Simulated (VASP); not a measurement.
Method: PBEsol GGA, VASP's PBE PAW potentials (set 64) (plane waves; VASP).

VASP ran on this input.

POSCAR:
```
BaF2(111) slab
1
    4.3677224678     0.0000000000     0.0000000000
   -2.1838612339     3.7825585503    -0.0000000000
   -0.0000000000    -0.0000000000    25.6427860279
F Ba
6 3
Direct
  0.6666670000   0.3333330000   0.3261580000
  0.3333330000   0.6666670000   0.4652320000
  0.0000000000   0.0000000000   0.3956950000
  0.0000000000   0.0000000000   0.6043050000
  0.6666670000   0.3333330000   0.5347680000
  0.3333330000   0.6666670000   0.6738420000
  0.3333330000   0.6666670000   0.3609270000
  0.0000000000   0.0000000000   0.5000000000
  0.6666670000   0.3333330000   0.6390730000
```

### KPOINTS
```
Automatic mesh
0
Gamma
5 5 1
0 0 0
```

### INCAR
```
SYSTEM = BaF2(111) slab
PREC = Normal; ENCUT = 450; LREAL = F
LASPH = T
EDIFF = 1E-5; NELM = 100; NELMIN = 4
ALGO = Normal; LMAXMIX = 4
ISMEAR = 0; SIGMA = 0.05
GGA = PS
IBRION = 2; NSW = 50; ISIF = 2
EDIFFG = -0.03
LWAVE = T; LCHARG = F
DIPOL = 0.5 0.5 0.5
LDIPOL = T; IDIPOL = 3
```

POTCAR, in this order: F Ba_sv (PBE.64 set). Program: vasp_std.

Problem. What will the output report for the number of irreducible k-points (NKPTS), largest plane-wave count, number of space-group operations, FFT grid (NGX, NGY, NGZ)?

Solution. 
The number of irreducible k-points (NKPTS) is 5. The largest plane-wave count comes out as 9229 and the number of space-group operations is 12. The FFT grid (NGX, NGY, NGZ) is 24 × 24 × 140.

The cell is a thin slab with vacuum, built from BaF2 (fluorite): (111) face.
